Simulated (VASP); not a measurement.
Consider the following.

```xyz
2
Lattice="0.0000 3.0294 3.0294 3.0294 0.0000 3.0294 3.0294 3.0294 0.0000" Properties=species:S:1:pos:R:3 pbc="T T T"
Pb     0.0000     0.0000     0.0000
S      3.0294     3.0294     3.0294
```

Level of theory: PBE GGA, VASP's PBE PAW potentials (set 64) (plane waves; VASP). Run with 400 eV cut-off, 5×5×5 Γ-centred mesh, Gaussian smearing of 0.050 eV, potentials Pb_d S.

### Question
Give the stress tensor in GPa (positive for a compressed cell).

### Answer

```
-1.43   0.00   0.00
 0.00  -1.43   0.00
 0.00   0.00  -1.43
```
The pressure is its mean diagonal, -1.43 GPa.

The compound is PbS in the rock salt structure. The cell was not relaxed at this level. The run is one of a series of settings (KPOINTS 5×5×5 Γ-centred mesh against the base run), some of them coarse on purpose.
